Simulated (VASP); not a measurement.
# Li3ZrN2 in VASP: notebook, part 2 of 3

VASP 6.6.1. Earlier steps stand in the parts before.

### 3 Relaxation of cell and atoms, PBE

This run uses another cell than the first one, of 11.00 Å³/atom, 0.882 times its volume.

File INCAR:

```
SYSTEM = Li3ZrN2
PREC = Normal ; ENCUT = 520
EDIFF = 1E-4 ; ISMEAR = 0
SIGMA = 0.15 ; LREAL = .FALSE.
LASPH = .TRUE. ; NELM = 60
ALGO = Fast ; ISIF = 3
LWAVE = .FALSE. ; LCHARG = .FALSE.
GGA = PE ; IBRION = 2
NSW = 24 ; EDIFFG = -0.08
KPAR = 2
```

File KPOINTS:

```
regular mesh
0
G
  3 3 5
  0 0 0
```

File POSCAR:

```
Li3ZrN2
1.0
    4.9528386600      0.0000000000      0.0000000000
   -2.4764193300      4.2892841000      0.0000000000
    0.0000000000      0.0000000000      3.1067814900
Li Zr N
3 1 2
Direct
    0.5000000000      0.0000000000      0.5000000000
    0.5000000000      0.5000000000      0.5000000000
    0.0000000000      0.5000000000      0.5000000000
    0.0000000000      0.0000000000      0.0000000000
    0.3333333300      0.6666666700      0.0000000000
    0.6666666700      0.3333333300      0.0000000000
```

Potentials or basis: VASP PAW PBE potentials, release 64 (Li_sv, Zr_sv, N).

On the command line:

```
cat potpaw_PBE.64/Li_sv/POTCAR potpaw_PBE.64/Zr_sv/POTCAR potpaw_PBE.64/N/POTCAR > POTCAR
mpirun -np 2 vasp_std > vasp.out
```

OUTCAR:

```text
SYSTEM = Li3ZrN2
   PREC = Normal
   ENCUT = 520
   EDIFF = 1E-4
   ISMEAR = 0
   LREAL = .FALSE.
   LASPH = .TRUE.
   NELM = 60
   ISIF = 3
   GGA = PE
   IBRION = 2
   NSW = 24
   EDIFFG = -0.08

 ion  position               nearest neighbor table
   1  0.500  0.000  0.500-   5 2.11   6 2.11   5 2.11   6 2.11   2 2.48   3 2.48   2 2.48   3 2.48
                             4 2.92   4 2.92   4 2.92   4 2.92
   2  0.500  0.500  0.500-   5 2.11   6 2.11   5 2.11   6 2.11   1 2.48   1 2.48   3 2.48   3 2.48
                             4 2.92   4 2.92   4 2.92   4 2.92
   3  0.000  0.500  0.500-   5 2.11   6 2.11   5 2.11   6 2.11   1 2.48   1 2.48   2 2.48   2 2.48
                             4 2.92   4 2.92   4 2.92   4 2.92
   4  0.000  0.000  0.000-   2 2.92   3 2.92   2 2.92   3 2.92   3 2.92   3 2.92   2 2.92   2 2.92
                             1 2.92   1 2.92   1 2.92   1 2.92
   5  0.333  0.667  0.000-   1 2.11   1 2.11   3 2.11   3 2.11   2 2.11   2 2.11
   6  0.667  0.333  0.000-   1 2.11   1 2.11   3 2.11   3 2.11   2 2.11   2 2.11

  LATTYP: Found a hexagonal cell.
 ALAT       =     4.9528386600
 C/A-ratio  =     0.6272729041

  Lattice vectors:

 A1 = (   4.9528386600,   0.0000000000,   0.0000000000)
 A2 = (  -2.4764193300,   4.2892841000,   0.0000000000)
 A3 = (   0.0000000000,   0.0000000000,   3.1067814900)

Analysis of symmetry for initial positions (statically):
=====================================================================
 Subroutine PRICEL returns:
 Original cell was already a primitive cell.

 Routine SETGRP: Setting up the symmetry group for a
 hexagonal supercell.

 Subroutine GETGRP returns: Found 24 space group operations
 (whereof 24 operations were pure point group operations)
 out of a pool of 24 trial point group operations.

The static configuration has the point symmetry D_6h.

Analysis of symmetry for dynamics (positions and initial velocities):
=====================================================================
 Subroutine PRICEL returns:
 Original cell was already a primitive cell.

 Routine SETGRP: Setting up the symmetry group for a
 hexagonal supercell.

 Subroutine GETGRP returns: Found 24 space group operations
 (whereof 24 operations were pure point group operations)
 out of a pool of 24 trial point group operations.

The dynamic configuration has the point symmetry D_6h.
[... 107 lines left out ...]
   EFERMI_NEDOS =   21; number of points for ismear=-14 and -15
   IALGO  =     68    algorithm
   IMIX   =      4    mixing-type and parameters
     AMIX     =   0.40;   BMIX     =  1.00
     AMIX_MAG =   1.60;   BMIX_MAG =  1.00
  volume/ion in A,a.u.               =      11.00        74.23
  Fermi-wavevector in a.u.,A,eV,Ry     =   1.272562  2.404793 22.033453  1.619413
  Thomas-Fermi vector in A             =   2.405433
   LORBIT       =      0    0 simple, 1 ext, 2 COOP (PROOUT), +10 PAW based schemes
   GGA     = PE    functional components
   LHFCALC =     F    Hartree Fock is set to
   AEXX    =    0.0000 exact exchange contribution
   IVDW    =     0    specifies the selected vdW correction
   LEPSILON=     F    determine dielectric tensor
   LRPA    =     F    only Hartree local field effects (RPA)
 conjugate gradient relaxation of ions
 non-spin polarized calculation
 RMM-DIIS sequential band-by-band and
 Gauss-broadening in eV      SIGMA  =   0.15
  energy-cutoff  :      520.00
  volume of cell :       66.00
 maximum number of plane-waves:      1782
   NGX = 19   NGY = 19   NGZ = 11

--------------------------------------- Ionic step        1  -------------------------------------------

 number of electron      31.0000192 magnetization

 Free energy of the ion-electron system (eV)
  ---------------------------------------------------
  ext. energy  EPLUGINS =         0.00000000
  ---------------------------------------------------
  free energy    TOTEN  =       -30.83874720 eV

  energy without entropy =      -30.81941882  energy(sigma->0) =      -30.82908301

------------------------ aborting loop EDIFF was not reached (unconverged)  ----------------------------

  FORCE on cell =-STRESS in cart. coord.  units (eV):
  Direction    XX          YY          ZZ          XY          YZ          ZX
  --------------------------------------------------------------------------------------
  -------------------------------------------------------------------------------------
  Total       -6.6189528     -6.6189528      1.0151363      0.0000000      0.0000000      0.0000000
  in kB     -160.6756873   -160.6756873     24.6425277      0.0000000      0.0000000      0.0000000
  external PRESSURE =     -98.9029490 kB  Pullay stress =       0.0000000 kB
[... 227 lines left out ...]
--------------------------------------- Ionic step        7  -------------------------------------------

 number of electron      30.9999931 magnetization

 Free energy of the ion-electron system (eV)
  ---------------------------------------------------
  ext. energy  EPLUGINS =         0.00000000
  ---------------------------------------------------
  free energy    TOTEN  =       -31.67390277 eV

  energy without entropy =      -31.64787672  energy(sigma->0) =      -31.66088974

 E-fermi :   6.2923     XC(G=0): -11.1734

 val. band max:        6.2743844608   @ k =   0.3333  -0.0000   0.4000
 cond. band min:       6.4798198250   @ k =   0.0000   0.0000   0.0000
 fundamental gap:      0.2054353642
 Fermi energy:         6.2922944330

 k-point     1 :       0.0000    0.0000    0.0000
  band No.  band energies     occupation
      1     -42.1030      2.00000
      2     -38.2734      2.00000
      3     -38.0554      2.00000
      4     -38.0554      2.00000
      5     -20.1113      2.00000
      6     -20.1113      2.00000
[... 220 lines left out ...]
  FREE ENERGIE OF THE ION-ELECTRON SYSTEM (eV)
  ---------------------------------------------------
  free  energy   TOTEN  =       -31.6739027667 eV

  energy  without entropy=      -31.6478767186  energy(sigma->0) =      -31.66088974

 reached required accuracy - stopping structural energy minimisation
```

OSZICAR:

```text
N       E                     dE             d eps       ncg     rms          rms(c)
DAV:   1     0.240250546481E+03    0.24025E+03   -0.15675E+04   342   0.173E+03
DAV:   2    -0.111274273775E+02   -0.25138E+03   -0.23904E+03   383   0.442E+02
DAV:   3    -0.389585271704E+02   -0.27831E+02   -0.27292E+02   589   0.107E+02
[... 227 lines left out ...]
RMM:   6    -0.316735754016E+02   -0.24278E-03   -0.27228E-03   398   0.394E-01    0.544E-02
RMM:   7    -0.316737178656E+02   -0.14246E-03   -0.18890E-03   352   0.305E-01    0.735E-02
RMM:   8    -0.316737729574E+02   -0.55092E-04   -0.10199E-03   340   0.274E-01    0.155E-02
RMM:   9    -0.316738675232E+02   -0.94566E-04   -0.12213E-03   285   0.241E-01    0.201E-02
RMM:  10    -0.316739027667E+02   -0.35243E-04   -0.59323E-04   250   0.228E-01
   7 F= -.31673903E+02 E0= -.31660890E+02  d E =-.531859E-02
```

CONTCAR:

```text
Li3ZrN2
   1.00000000000000
     4.4728541456485598    0.0000000000000000    0.0000000000000000
    -2.2364270728242799    3.8736053172685772   -0.0000000000000000
     0.0000000000000000   -0.0000000000000000    3.2826856050363546
  Li              Zr              N
     3     1     2
Direct
     0.5000000000000000    1.0000000000000000    0.5000000000000000
     0.5000000000000000    0.5000000000000000    0.5000000000000000
     0.0000000000000000    0.5000000000000000    0.5000000000000000
     0.0000000000000000    1.0000000000000000    0.0000000000000000
     0.3333333300000021    0.6666666699999979    0.0000000000000000
     0.6666666699999979    0.3333333300000021    0.0000000000000000

  0.00000000E+00  0.00000000E+00  0.00000000E+00
  0.00000000E+00  0.00000000E+00  0.00000000E+00
  0.00000000E+00  0.00000000E+00  0.00000000E+00
  0.00000000E+00  0.00000000E+00  0.00000000E+00
  0.00000000E+00  0.00000000E+00  0.00000000E+00
  0.00000000E+00  0.00000000E+00  0.00000000E+00
```

It took 1.8 min on 2 MPI ranks of Intel Xeon Platinum 8259CL at 2.50GHz (Skylake/Cascade Lake), shared host; peak memory 0.14 GiB.

These settings aren't checked as converged: the numbers below hold their error.

What came out:

* Free energy: -31.6739 eV
* Relaxed volume: 9.48 Å³/atom
* Relaxed cell: a = 4.473 Å, b = 4.473 Å, c = 3.283 Å, α = 90.00°, β = 90.00°, γ = 120.00°
* Space group after relaxing (to 0.05 Å): P6/mmm (No. 191)
* Energy gained by relaxing: 139.2 meV/atom
* Ionic steps: 7
* Band gap on the k mesh: none (metal or under the smearing width)

Caveat: the k mesh is coarse (spacing up to 0.49 Å⁻¹), so the values aren't converged; the cutoff is under 1.25 times the usual one of these potentials, so pressure, stress and relaxed cells hold a basis-set (Pulay) error.

### 4 Relaxation of cell and atoms, PBE

This run uses another cell than the first one, of 12.41 Å³/atom, 0.996 times its volume.

INCAR is that of step 3.

File KPOINTS:

```
regular mesh
0
G
  4 4 3
  0 0 0
```

File POSCAR:

```
Li3ZrN2
1.0
    4.1005872100      0.0000000000      0.0000000000
    0.0000000000      4.1005872100      0.0000000000
    0.0000000000      0.0000000000      4.4295724500
Li Zr N
3 1 2
Direct
    0.5000000000      0.0000000000      0.0000000000
    0.0000000000      0.5000000000      0.0000000000
    0.0000000000      0.0000000000      0.0000000000
    0.0000000000      0.0000000000      0.5000000000
    0.5000000000      0.0000000000      0.5000000000
    0.0000000000      0.5000000000      0.5000000000
```

On the command line:

```
cat potpaw_PBE.64/Li_sv/POTCAR potpaw_PBE.64/Zr_sv/POTCAR potpaw_PBE.64/N/POTCAR > POTCAR
mpirun -np 2 vasp_std > vasp.out
```

It took 2.2 min on 2 MPI ranks of Intel Xeon Platinum 8259CL at 2.50GHz (Skylake/Cascade Lake), shared host; peak memory 0.15 GiB.

These settings aren't checked as converged: the numbers below hold their error.

What came out:

| Quantity | Value |
| --- | --- |
| Free energy | -28.2017 eV |
| Relaxed volume | 15.58 Å³/atom |
| Relaxed cell | a = 4.415 Å, b = 4.415 Å, c = 4.796 Å, α = 90.00°, β = 90.00°, γ = 90.00° |
| Space group after relaxing (to 0.05 Å) | P4/mmm (No. 123) |
| Energy gained by relaxing | 217.1 meV/atom |
| Ionic steps | 7 |
| Band gap on the k mesh | none (metal or under the smearing width) |

Caveat: the k mesh is coarse (spacing up to 0.47 Å⁻¹), so the values aren't converged; the cutoff is under 1.25 times the usual one of these potentials, so pressure, stress and relaxed cells hold a basis-set (Pulay) error; the volume moved by over 15 % at a fixed basis, so the end points are rough.

### 5 Relaxation of cell and atoms, PBE

This run uses another cell than the first one, of 12.19 Å³/atom, 0.978 times its volume.

File INCAR:

```
PREC     = Normal         # precision mode
ENCUT    = 520            # plane-wave cutoff, eV
EDIFF    = 1E-4           # SCF threshold, eV
ISMEAR   = 0              # smearing method
SIGMA    = 0.15           # smearing width, eV
LREAL    = F              # projectors in reciprocal space
LASPH    = T              # aspherical terms in the spheres
NELM     = 60             # most SCF steps
ALGO     = Fast           # electronic algorithm
ISIF     = 3              # what is computed and relaxed
LWAVE    = F              # write WAVECAR
LCHARG   = F              # write CHGCAR
GGA      = PE             # functional
IBRION   = 2              # ionic algorithm
NSW      = 24             # ionic steps
EDIFFG   = -0.08          # ionic threshold
```

File KPOINTS:

```
Automatic mesh
0
Gamma
  4 4 4
```

File POSCAR:

```
Li3ZrN2
1.0
    4.6670810200      0.0000000000      0.0000000000
   -2.3335405100      4.0418107200      0.0000000000
    0.0000000000      0.0000000000      3.8770861300
Li Zr N
3 1 2
Direct
    0.5000000000      0.0000000000      0.0000000000
    0.0000000000      0.5000000000      0.0000000000
    0.5000000000      0.5000000000      0.0000000000
    0.0000000000      0.0000000000      0.0000000000
    0.3333333300      0.6666666700      0.0000000000
    0.6666666700      0.3333333300      0.0000000000
```

On the command line:

```
cat potpaw_PBE.64/Li_sv/POTCAR potpaw_PBE.64/Zr_sv/POTCAR potpaw_PBE.64/N/POTCAR > POTCAR
mpirun -np 1 vasp_std > vasp.out
```

It took 10 min on 1 thread of Intel Xeon Platinum 8259CL at 2.50GHz (Skylake/Cascade Lake), shared host; peak memory 0.17 GiB.

The run converged, but some of its settings lie outside the range that counts as converged, so its numbers aren't taken as properties of the crystal.

Results:

```
Free energy                            : -24.3744 eV
Relaxed volume                         : 13.13 Å³/atom
Relaxed cell                           : a = 5.790 Å, b = 5.790 Å, c = 2.714 Å, α = 90.00°, β = 90.00°, γ = 120.00°
Space group after relaxing (to 0.05 Å) : P6/mmm (No. 191)
Energy gained by relaxing              : 1704.2 meV/atom
Ionic steps                            : 18
Band gap on the k mesh                 : none (metal or under the smearing width)
```

Caveat: the k mesh is coarse (spacing up to 0.41 Å⁻¹), so the values aren't converged; the cutoff is under 1.25 times the usual one of these potentials, so pressure, stress and relaxed cells hold a basis-set (Pulay) error.

[end of part 2 of 3]
